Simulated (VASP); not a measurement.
Computed with r2SCAN meta-GGA, VASP's PBE PAW potentials (set 64) (plane waves; VASP).

The input files of a VASP run:

### KPOINTS
```
Automatic mesh
0
gamma
11 11 11
0 0 0
```

**INCAR**
```
SYSTEM=RhSe
PREC=Accurate; ENCUT=400; LREAL=F
LASPH=T
EDIFF=1E-6; NELM=100; ALGO=Normal
LMAXMIX=4; LMIXTAU=T
ISMEAR=1; SIGMA=0.1
METAGGA=R2SCAN
IBRION=2; NSW=60; ISIF=3
EDIFFG=-0.01
LWAVE=F; LCHARG=F
```

**POSCAR**
```
RhSe
1
    0.0000000000     2.5744389956     2.5744389956
    2.5744389956     0.0000000000     2.5744389956
    2.5744389956     2.5744389956    -0.0000000000
Rh Se
1 1
Direct
  0.0000000000   0.0000000000   0.0000000000
  0.5000000000   0.5000000000   0.5000000000
```

POTCAR, in this order: Rh_pv Se (PBE.64 set). Program: vasp_std.

What VASP printed:

### OUTCAR
```
 ion  position               nearest neighbor table
   1  0.000  0.000  0.000-   2 2.57   2 2.57   2 2.57   2 2.57   2 2.57   2 2.57
   2  0.500  0.500  0.500-   1 2.57   1 2.57   1 2.57   1 2.57   1 2.57   1 2.57
  LATTYP: Found a face centered cubic cell.
 ALAT       =     5.1488779912
 Subroutine PRICEL returns:
 Original cell was already a primitive cell.
 Subroutine GETGRP returns: Found 48 space group operations
The static configuration has the point symmetry O_h .
The dynamic configuration has the point symmetry O_h .
 Subroutine INISYM returns: Found 48 space group operations
 Subroutine IBZKPT returns following result:
 Found     56 irreducible k-points:

 Following reciprocal coordinates:
            Coordinates               Weight
  0.000000  0.000000  0.000000      1.000000
  0.090909  0.000000  0.000000      8.000000
  0.181818  0.000000  0.000000      8.000000
  0.272727  0.000000  0.000000      8.000000
  0.363636  0.000000  0.000000      8.000000
  0.454545  0.000000  0.000000      8.000000
  0.090909  0.090909  0.000000      6.000000
  0.181818  0.090909  0.000000     24.000000
  0.272727  0.090909  0.000000     24.000000
  0.363636  0.090909  0.000000     24.000000
  0.454545  0.090909  0.000000     24.000000
 -0.454545  0.090909  0.000000     24.000000
 -0.363636  0.090909  0.000000     24.000000
 -0.272727  0.090909  0.000000     24.000000
 -0.181818  0.090909  0.000000     24.000000
 -0.090909  0.090909  0.000000     12.000000
  0.181818  0.181818  0.000000      6.000000
  0.272727  0.181818  0.000000     24.000000
  0.363636  0.181818  0.000000     24.000000
  0.454545  0.181818  0.000000     24.000000
 -0.454545  0.181818  0.000000     24.000000
 -0.363636  0.181818  0.000000     24.000000
 -0.272727  0.181818  0.000000     24.000000
 -0.181818  0.181818  0.000000     12.000000
  0.272727  0.272727  0.000000      6.000000
  0.363636  0.272727  0.000000     24.000000
  0.454545  0.272727  0.000000     24.000000
 -0.454545  0.272727  0.000000     24.000000
 -0.363636  0.272727  0.000000     24.000000
 -0.272727  0.272727  0.000000     12.000000
  0.363636  0.363636  0.000000      6.000000
  0.454545  0.363636  0.000000     24.000000
 -0.454545  0.363636  0.000000     24.000000
 -0.363636  0.363636  0.000000     12.000000
  0.454545  0.454545  0.000000      6.000000
 -0.454545  0.454545  0.000000     12.000000
  0.272727  0.181818  0.090909     24.000000
  0.363636  0.181818  0.090909     48.000000
  0.454545  0.181818  0.090909     48.000000
 -0.454545  0.181818  0.090909     48.000000
   k-points           NKPTS =     56   k-points in BZ     NKDIM =     56   number of bands    NBANDS=     14
   number of dos      NEDOS =    301   number of ions     NIONS =      2
   total plane-waves  NPLWV =  13824
   dimension x,y,z NGX =    24 NGY =   24 NGZ =   24
   dimension x,y,z NGXF=    48 NGYF=   48 NGZF=   48
   ions per type =               1   1
   PREC   = accura    normal or accurate (medium, high low for compatibility)
   ISTART =      0    job   : 0-new  1-cont  2-samecut
   ICHARG =      2    charge: 1-file 2-atom 10-const
   ISPIN  =      1    spin polarized calculation?
   LNONCOLLINEAR =      F non collinear calculations
   LSORBIT =      F    spin-orbit coupling
   INIWAV =      1    electr: 0-lowe 1-rand  2-diag
   ENCUT  =  400.0 eV  29.40 Ry    5.42 a.u.   5.94  5.94  5.94*2*pi/ulx,y,z
   NELM   =    100;   NELMIN=  2; NELMDL= -5     # of ELM steps
   EDIFF  = 0.1E-05   stopping-criterion for ELM
   LREAL  =      F    real-space projection
   NLSPLINE    = F    spline interpolate recip. space projectors
   LMAXMIX     =    4 max onsite mixed and CHGCAR
...
```

**OSZICAR**
```
       N       E                     dE             d eps       ncg     rms          rms(c)
DAV:   1     0.971518241869E+02    0.97152E+02   -0.11038E+04  1736   0.120E+03
DAV:   2    -0.406661729664E+02   -0.13782E+03   -0.13545E+03  1814   0.338E+02
DAV:   3    -0.440413921109E+02   -0.33752E+01   -0.33336E+01  1922   0.554E+01
DAV:   4    -0.440660808236E+02   -0.24689E-01   -0.24681E-01  1860   0.492E+00
DAV:   5    -0.440665062949E+02   -0.42547E-03   -0.42547E-03  1928   0.599E-01    0.108E+01
DAV:   6    -0.386835359913E+02    0.53830E+01   -0.54539E+00  1586   0.285E+01    0.571E+00
DAV:   7    -0.386072666779E+02    0.76269E-01   -0.64205E-01  1610   0.109E+01    0.365E+00
DAV:   8    -0.386566118596E+02   -0.49345E-01   -0.12823E-01  1628   0.379E+00    0.136E+00
DAV:   9    -0.386416204585E+02    0.14991E-01   -0.49457E-02  1670   0.280E+00    0.154E-01
DAV:  10    -0.386424426365E+02   -0.82218E-03   -0.44116E-03  1730   0.588E-01    0.106E-01
DAV:  11    -0.386428849698E+02   -0.44233E-03   -0.24918E-03  1682   0.501E-01    0.618E-02
DAV:  12    -0.386432549646E+02   -0.36999E-03   -0.94897E-04  1676   0.354E-01    0.218E-02
DAV:  13    -0.386433251309E+02   -0.70166E-04   -0.49560E-05  1712   0.711E-02    0.870E-03
DAV:  14    -0.386433073192E+02    0.17812E-04   -0.11374E-05  1790   0.332E-02    0.140E-03
DAV:  15    -0.386433181841E+02   -0.10865E-04   -0.36574E-07  1030   0.757E-03    0.851E-04
DAV:  16    -0.386433082583E+02    0.99257E-05   -0.28170E-07   868   0.650E-03    0.568E-04
DAV:  17    -0.386433155671E+02   -0.73088E-05   -0.12348E-07   862   0.433E-03    0.267E-04
DAV:  18    -0.386433146496E+02    0.91748E-06   -0.58249E-09   826   0.956E-04
   1 F= -.38643315E+02 E0= -.38643234E+02  d E =-.386433E+02
       N       E                     dE             d eps       ncg     rms          rms(c)
DAV:   1    -0.386845149435E+02   -0.41199E-01   -0.69082E-01  1580   0.109E+01    0.149E+00
DAV:   2    -0.386482477216E+02    0.36267E-01   -0.23486E-01  1568   0.590E+00    0.527E-01
DAV:   3    -0.386436992444E+02    0.45485E-02   -0.14345E-02  1592   0.149E+00    0.194E-01
DAV:   4    -0.386430151247E+02    0.68412E-03   -0.36802E-03  1666   0.402E-01    0.800E-02
DAV:   5    -0.386430558620E+02   -0.40737E-04   -0.61549E-04  1628   0.254E-01    0.510E-02
DAV:   6    -0.386429556446E+02    0.10022E-03   -0.57095E-04  1676   0.216E-01    0.152E-02
DAV:   7    -0.386431599001E+02   -0.20426E-03   -0.12606E-04  1646   0.102E-01    0.299E-03
DAV:   8    -0.386431505337E+02    0.93663E-05   -0.17700E-06  1486   0.130E-02    0.200E-03
DAV:   9    -0.386431529348E+02   -0.24011E-05   -0.34649E-07   844   0.534E-03    0.852E-04
DAV:  10    -0.386431481185E+02    0.48164E-05   -0.13239E-07   838   0.385E-03    0.285E-04
DAV:  11    -0.386431519637E+02   -0.38452E-05   -0.25406E-08   826   0.212E-03    0.112E-04
DAV:  12    -0.386431514654E+02    0.49831E-06   -0.47047E-09   838   0.702E-04
   2 F= -.38643151E+02 E0= -.38643129E+02  d E =0.163184E-03
       N       E                     dE             d eps       ncg     rms          rms(c)
DAV:   1    -0.386559992201E+02   -0.12847E-01   -0.20503E-01  1592   0.598E+00    0.805E-01
DAV:   2    -0.386451465577E+02    0.10853E-01   -0.69775E-02  1568   0.326E+00    0.298E-01
DAV:   3    -0.386437589911E+02    0.13876E-02   -0.43335E-03  1592   0.815E-01    0.116E-01
DAV:   4    -0.386436577796E+02    0.10121E-03   -0.10333E-03  1708   0.213E-01    0.429E-02
DAV:   5    -0.386435649196E+02    0.92860E-04   -0.18211E-04  1598   0.140E-01    0.280E-02
DAV:   6    -0.386436387810E+02   -0.73861E-04   -0.18354E-04  1700   0.124E-01    0.895E-03
DAV:   7    -0.386436469732E+02   -0.81922E-05   -0.41574E-05  1634   0.586E-02    0.135E-03
DAV:   8    -0.386436547381E+02   -0.77648E-05   -0.71051E-07  1126   0.798E-03    0.966E-04
DAV:   9    -0.386436520641E+02    0.26740E-05   -0.75609E-08   838   0.289E-03    0.392E-04
DAV:  10    -0.386436559490E+02   -0.38849E-05   -0.35917E-08   820   0.247E-03    0.153E-04
DAV:  11    -0.386436540368E+02    0.19122E-05   -0.65879E-09   826   0.100E-03    0.877E-05
DAV:  12    -0.386436543486E+02   -0.31184E-06   -0.14672E-09   820   0.376E-04
   3 F= -.38643654E+02 E0= -.38643600E+02  d E =-.339699E-03
```

OUTCAR:
```
------------------------ aborting loop because EDIFF is reached ----------------------------------------
  FORCE on cell =-STRESS in cart. coord.  units (eV):
  Direction    XX          YY          ZZ          XY          YZ          ZX
  --------------------------------------------------------------------------------------
  Total        0.0028273      0.0028273      0.0028273     -0.0000000     -0.0000000      0.0000000
  in kB        0.1333656      0.1333656      0.1333656     -0.0000000     -0.0000000      0.0000000
  external PRESSURE =       0.1333656 kB  Pullay stress =       0.0000000 kB
  volume of cell :       33.97
      direct lattice vectors                 reciprocal lattice vectors
     0.000000000  2.570404034  2.570404034    -0.194521948  0.194521948  0.194521948
     2.570404034  0.000000000  2.570404034     0.194521948 -0.194521948  0.194521948
     2.570404034  2.570404034 -0.000000000     0.194521948  0.194521948 -0.194521948
 POSITION                                       TOTAL-FORCE (eV/Angst)
 -----------------------------------------------------------------------------------
      0.00000      0.00000      0.00000         0.000000      0.000000      0.000000
      2.57040      2.57040      2.57040         0.000000      0.000000     -0.000000
 -----------------------------------------------------------------------------------
    total drift:                                0.000000     -0.000000     -0.000000
  FREE ENERGIE OF THE ION-ELECTRON SYSTEM (eV)
  ---------------------------------------------------
  free  energy   TOTEN  =       -38.6436543486 eV

  energy  without entropy=      -38.6434925345  energy(sigma->0) =      -38.64360041

 reached required accuracy - stopping structural energy minimisation
```
(Selected blocks of OUTCAR.)

### CONTCAR
```
RhSe
   1.00000000000000
     0.0000000000000000    2.5704040337394449    2.5704040337394449
     2.5704040337394449    0.0000000000000000    2.5704040337394449
     2.5704040337394449    2.5704040337394449   -0.0000000000000000
  Rh              Se
     1     1
Direct
     0.0000000000000000    0.0000000000000000    0.0000000000000000
     0.5000000000000000    0.5000000000000000    0.5000000000000000
```

The structure was generated: RhSe was put into the rock salt type (Fm-3m), which need not be its known phase. This run relaxes it. Symmetry was kept, so distortions that lower it aren't found. The start is the result of an earlier pass. The electron count is odd and the run is not spin-polarised, which forces a metal.
